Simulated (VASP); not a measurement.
A run of VASP 6.6.1:

Contents of INCAR:

```
PREC     = Accurate       # precision mode
ENCUT    = 520            # plane-wave cutoff, eV
EDIFF    = 1E-5           # SCF threshold, eV
ISMEAR   = 1              # smearing method
SIGMA    = 0.15           # smearing width, eV
LREAL    = F              # projectors in reciprocal space
LASPH    = T              # aspherical terms in the spheres
NELM     = 100            # most SCF steps
ALGO     = Fast           # electronic algorithm
ISIF     = 2              # what is computed and relaxed
LWAVE    = F              # write WAVECAR
LCHARG   = T              # write CHGCAR
GGA      = PE             # functional
IBRION   = 0              # ionic algorithm
NSW      = 20             # ionic steps
POTIM    = 0.25           # step
TEBEG    = 2000.0       
TEEND    = 2000.0       
ISYM     = 0            
NELMIN   = 4            
RANDOM_SEED= 573942 0 0   
MDALGO   = 1            
ANDERSEN_PROB= 0.0
```

The input KPOINTS:

```
Automatic mesh
0
Gamma
  4 3 3
  0.5 0.5 0.5
```

The input POSCAR:

```
MgH4Cl2O2
1.0
    3.9694280000     -0.3003510000     -0.2025130000
    0.3525660000      5.0125460000      0.1397220000
    0.3220740000     -0.3555210000      5.9185760000
Mg Cl O H
1 2 2 4
Direct
    0.3155660000      0.9676440000      0.0172700000
    0.8206140000      0.3137040000      0.2971290000
    0.7042560000      0.8063730000      0.5049030000
    0.8187720000      0.1991480000      0.7516030000
    0.8124890000      0.5976510000      0.9031620000
    0.3398260000      0.4857890000      0.4164100000
    0.0476820000      0.4868510000      0.6102510000
    0.3697900000      0.3729990000      0.7496930000
    0.3181590000      0.1523050000      0.4202340000
```

Potentials or basis: VASP PAW PBE potentials, release 64 (Mg, Cl, O, H).

The run is started by

```bash
$ cat potpaw_PBE.64/Mg/POTCAR potpaw_PBE.64/Cl/POTCAR potpaw_PBE.64/O/POTCAR potpaw_PBE.64/H/POTCAR > POTCAR
$ mpirun -np 1 vasp_std > vasp.out
```

Hardware: 1 thread of Intel(R) Xeon(R) Platinum 8488C (Sapphire Rapids), with other jobs on the host.

**Question.** How long does it take, and how much memory?

**Answer.** It took 5.7 min on 1 thread of Intel(R) Xeon(R) Platinum 8488C (Sapphire Rapids) (shared host), peak memory 0.32 GiB. Counts: scf iterations 94, k points 18, ion steps 20.
